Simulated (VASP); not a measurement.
A run of VASP 6.6.1 is set up as follows.

INCAR

```
SYSTEM = RuCl2
ALGO = Normal ; EDIFF = 1E-7
ENCUT = 520 ; GGA = PE
ISIF = 2 ; ISMEAR = 0
ISPIN = 2 ; LASPH = .True.
LCHARG = .False. ; LMAXMIX = 4
LORBIT = 11 ; LREAL = .False.
LWAVE = .False. ; MAGMOM = 1 0 0
NBANDS = 25 ; NELM = 100
NUPDOWN = 4 ; PREC = Accurate
SIGMA = 0.05
```

Contents of KPOINTS:

```
k-points
0
Gamma
  6 6 4
  0 0 0
```

File POSCAR:

```
RuCl2
1.0
    3.5496909800      0.0000000000      0.0000000000
   -1.7748454900      3.0741225600      0.0000000000
    0.0000000000      0.0000000000      5.7263882700
Ru Cl
1 2
Direct
    0.0000000000      0.0000000000      0.0000000000
    0.3333333333      0.6666666667      0.2520000000
    0.6666666667      0.3333333333      0.7480000000
```

Potentials or basis: VASP PAW PBE potentials, release 64 (Ru_pv, Cl).

Run with:

```bash
$ cat potpaw_PBE.64/Ru_pv/POTCAR potpaw_PBE.64/Cl/POTCAR > POTCAR
$ mpirun -np 1 vasp_std > vasp.out
```

Problem. Predict the largest force.

Solution. 0.932 eV/Å.

Problem. What does it give for the pressure?

Solution. 8.7 GPa.

Stress tensor (GPa, compression positive):
```
 7.96  0.00  0.00
 0.00  7.96  0.00
 0.00  0.00 10.22
```

Caveat: the moment is held away from its start; the total moment is fixed, so each spin has its own Fermi level.
